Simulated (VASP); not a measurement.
OSZICAR of a VASP run on CoAl (CsCl type):

File OSZICAR:
```
       N       E                     dE             d eps       ncg     rms          rms(c)
DAV:   1     0.410592980857E+02    0.41059E+02   -0.53940E+03  2408   0.126E+03
DAV:   2    -0.861277495329E+01   -0.49672E+02   -0.47318E+02  2420   0.196E+02
DAV:   3    -0.994562958359E+01   -0.13329E+01   -0.13229E+01  2868   0.417E+01
DAV:   4    -0.997052479067E+01   -0.24895E-01   -0.24900E-01  2972   0.507E+00
DAV:   5    -0.997124197983E+01   -0.71719E-03   -0.71626E-03  2784   0.869E-01    0.123E+01
DAV:   6    -0.125037692937E+02   -0.25325E+01   -0.67389E+01  2692   0.123E+02    0.166E+01
DAV:   7    -0.842535434010E+01    0.40784E+01   -0.29980E+01  2640   0.787E+01    0.181E+00
DAV:   8    -0.841933415710E+01    0.60202E-02   -0.20330E-01  2504   0.402E+00    0.115E+00
DAV:   9    -0.840685821310E+01    0.12476E-01   -0.42938E-02  2938   0.303E+00    0.280E-01
DAV:  10    -0.840642424411E+01    0.43397E-03   -0.12785E-03  3206   0.494E-01    0.116E-01
DAV:  11    -0.840642026396E+01    0.39802E-05   -0.21596E-05  2818   0.447E-02    0.190E-02
DAV:  12    -0.840641382400E+01    0.64400E-05   -0.89514E-06  3016   0.399E-02    0.685E-03
DAV:  13    -0.840641337714E+01    0.44686E-06   -0.20496E-07  1788   0.457E-03    0.182E-03
DAV:  14    -0.840641333073E+01    0.46407E-07   -0.38070E-08  1256   0.249E-03
   1 F= -.84064133E+01 E0= -.84064133E+01  d E =0.000000E+00
```

Question: Which electronic solver shows in the log?

Answer: It is blocked Davidson (ALGO = Normal, or the opening steps of other solvers). The INCAR had ALGO = Normal.

Question: How was spin treated?

Answer: Without spin polarisation: there is no mag entry.

Question: Can the final energy be trusted as converged?

Answer: Self-consistency was reached. It stopped with EDIFF = 1E-7, NELM = 100 (optB86b-vdW, plane waves, VASP's PBE PAW potentials (set 64)).

The compound is CoAl in the CsCl type structure. It was relaxed first. The run is not spin-polarised, so no magnetic state was tried.
